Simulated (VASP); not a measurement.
```xyz
8
Lattice="-2.8827 2.8827 5.7546 2.8827 -2.8827 5.7546 2.8827 2.8827 -5.7546" Properties=species:S:1:pos:R:3 pbc="T T T"
Cu     0.0000     0.0000     0.0000
Cu     0.0000     2.8827     2.8773
Zn     2.8827     0.0000     2.8773
Sn     0.0000     0.0000     5.7546
Se     1.4963     1.5477     4.2555
Se     1.3863     1.3349    -1.4991
Se     1.5477    -1.4963     7.2537
Se     1.3349     4.3790     1.4991
```

Level of theory: PBE GGA, VASP's PBE PAW potentials (set 64) (plane waves; VASP). Run with 400 eV cut-off, Gaussian smearing of 0.050 eV, potentials Cu Zn Sn_d Se.

Unless said otherwise, spin-orbit coupling is left out, though it shifts the bands of the heavy elements here.

Task: What does the run give for the band gap (along the path) with the smallest direct gap where there is one?

Result: 
The band gap (along the path) comes out as 0.02 eV. The smallest direct gap (along the path) is 0.03 eV.

The structure was generated: ZnCu2SnSe4 was put into the kesterite type (I-4), a phase also known from measurement. It was relaxed first.
